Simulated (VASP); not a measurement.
The system is CuI.

```
Cu I
1.0
     0.00000    3.04092    3.04092
     3.04092    0.00000    3.04092
     3.04092    3.04092    0.00000
Cu I
1 1
Direct
  0.25000 0.25000 0.25000
  0.00000 0.00000 0.00000
```

Base run:

* Program: VASP 6.6.1
* Functional: r2SCAN
* Potentials or basis: VASP PAW PBE potentials, release 64 (Cu, I)
* Cutoff: 520 eV
* k mesh: 8 × 8 × 8
* Occupations: gaussian, width 0.03 eV
* Spin: collinear spin, ferromagnetic start
* Starting moments: [1.0, 0.0] μB

Its results: band gap on the k mesh 1.59 eV, direct; net moment 0.00 μB per cell.

**Question.** After a change of settings the same cell gave: band gap on the k mesh 2.17 eV, direct; net moment 0.00 μB per cell. Which change was it?
A. functional from r2SCAN to PBE
B. functional from r2SCAN to LDA; potentials or basis from VASP PAW PBE potentials, release 64 (Cu, I) to VASP PAW LDA potentials, release 64 (Cu, I)
C. functional from r2SCAN to TB-mBJ

**Answer.** C.

Caveats: spin-orbit coupling is left out, which moves the levels of the heavy elements.
